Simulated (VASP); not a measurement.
Input:

```
CELL_PARAMETERS angstrom
     -3.00215     3.00215     4.84021
      3.00215    -3.00215     4.84021
      3.00215     3.00215    -4.84021
ATOMIC_POSITIONS crystal
  Ge 0.75000 0.25000 0.50000
  Ge 0.00000 0.00000 0.00000
  Se 0.63704 0.62500 0.51204
  Se 0.37500 0.88704 0.01204
  Se 0.11296 0.12500 0.48796
  Se 0.87500 0.36296 0.98796
```

Method: LDA (Ceperley-Alder, Perdew-Zunger), VASP's LDA PAW potentials (set 64) (plane waves; VASP). Numerical set-up: 300 eV cut-off, 3×3×3 Γ-centred mesh, Fermi-Dirac smearing of 0.010 eV, potentials Ge_d Se.

At this cut-off the stress carries a Pulay error, which pulls relaxed volumes low.

Task: Predict the energy per atom (σ→0), pressure, band gap (on the k-mesh) with the smallest direct gap where there is one.

Result: 
The band gap (on the k-mesh) comes out as 1.48 eV and the smallest direct gap (on the k-mesh) is 1.48 eV. The energy per atom (σ→0) is -4.666 eV/atom and the pressure is -36.1 kbar.

The structure comes from a computed database's GeSe2 entry (I-42d); how it stands against other phases isn't given here. The cell was not relaxed at this level. The k-mesh is coarse (spacing up to 0.49 per Å, 2π included), so the numbers may not be converged in it.
